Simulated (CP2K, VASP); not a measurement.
An input for CP2K (PBEsol, GPW, DZVP-MOLOPT-PBE-GTH basis, GTH-PBE potentials (POTENTIAL_UZH)):

```
&GLOBAL
  PROJECT scf
  RUN_TYPE ENERGY_FORCE
  PRINT_LEVEL LOW
&END GLOBAL
&FORCE_EVAL
  METHOD Quickstep
  STRESS_TENSOR ANALYTICAL
  &DFT
    BASIS_SET_FILE_NAME BASIS_MOLOPT_UZH
    POTENTIAL_FILE_NAME POTENTIAL_UZH
    &QS
      METHOD GPW
      EPS_DEFAULT 1E-10
    &END QS
    &MGRID
      CUTOFF 500
      REL_CUTOFF 60
      NGRIDS 5
    &END MGRID
    &SCF
      SCF_GUESS ATOMIC
      EPS_SCF 1E-6
      MAX_SCF 100
      ADDED_MOS 7
      &DIAGONALIZATION
        ALGORITHM STANDARD
      &END DIAGONALIZATION
      &MIXING
        METHOD BROYDEN_MIXING
        ALPHA 0.2
        NBUFFER 12
        BETA 1
      &END MIXING
      &SMEAR ON
        METHOD FERMI_DIRAC
        ELECTRONIC_TEMPERATURE [K] 116.05
      &END SMEAR
    &END SCF
    &KPOINTS
      SCHEME MONKHORST-PACK 6 6 6
      GAMMA_CENTERED T
    &END KPOINTS
    &XC
      &XC_FUNCTIONAL
        &PBE
          PARAMETRIZATION PBESOL
        &END PBE
      &END XC_FUNCTIONAL
    &END XC
    &PRINT
      &MO
        EIGENVALUES T
        OCCUPATION_NUMBERS T
        NDIGITS 8
        FILENAME mo
        &EACH
          QS_SCF 0
        &END EACH
        ADD_LAST NUMERIC
      &END MO
      &MULLIKEN OFF
      &END MULLIKEN
    &END PRINT
  &END DFT
  &SUBSYS
    &CELL
      A 3.96952100 0.00000000 0.00000000
      B 0.87781000 3.87124600 0.00000000
      C 0.87780900 0.70104900 3.80724000
      PERIODIC XYZ
    &END CELL
    &COORD
      SCALED
      Ag       0.99804000     0.99804000     0.99804000
      N        0.57411000     0.57411000     0.57411000
      O        0.43487500     0.43487500     0.85948000
      O        0.85948000     0.43487500     0.43487500
      O        0.43487500     0.85948000     0.43487500
    &END COORD
    &KIND Ag
      BASIS_SET DZVP-MOLOPT-PBE-GTH-q11
      POTENTIAL GTH-PBE-q11
    &END KIND
    &KIND N
      BASIS_SET DZVP-MOLOPT-PBE-GTH-q5
      POTENTIAL GTH-PBE-q5
    &END KIND
    &KIND O
      BASIS_SET DZVP-MOLOPT-PBE-GTH-q6
      POTENTIAL GTH-PBE-q6
    &END KIND
  &END SUBSYS
  &PRINT
    &FORCES ON
    &END FORCES
    &STRESS_TENSOR ON
    &END STRESS_TENSOR
  &END PRINT
&END FORCE_EVAL
```

Question: Write the VASP files for the same calculation.

Answer: One set of files that does it:

File KPOINTS:
```
Regular mesh
0
G
 6 6 6
0 0 0
```

**INCAR**
```
ALGO  =  Normal
EDIFF  =  1E-6
ENCUT  =  400
GGA  =  PS
ISIF  =  2
ISMEAR  =  -1
LASPH  =  .TRUE.
LCHARG  =  .FALSE.
LMAXMIX  =  4
LREAL  =  .FALSE.
LWAVE  =  .FALSE.
NELM  =  100
PREC  =  Accurate
SIGMA  =  0.01
SYSTEM  =  AgNO3
```

**POSCAR**
```
AgNO3
1
    2.4771570000     1.4301880000     2.7523360000
   -2.4771570000     1.4301880000     2.7523360000
    0.0000000000    -2.8603740000     2.7523360000
Ag N O
1 1 3
Direct
  0.9980400000   0.9980400000   0.9980400000
  0.5741100000   0.5741100000   0.5741100000
  0.4348750000   0.4348750000   0.8594800000
  0.8594800000   0.4348750000   0.4348750000
  0.4348750000   0.8594800000   0.4348750000
```

POTCAR, in this order: Ag N O (PBE.64 set). Program: vasp_std.

Both inputs were run and reached self-consistency, which says nothing on mesh or cut-off. Potentials, basis and cut-offs are each code's own, so they don't translate, and total energies aren't comparable.

The structure comes from a computed database's AgNO3 entry (R3m); how it stands against other phases isn't given here. The cell was not relaxed at this level, and it may have been scaled.
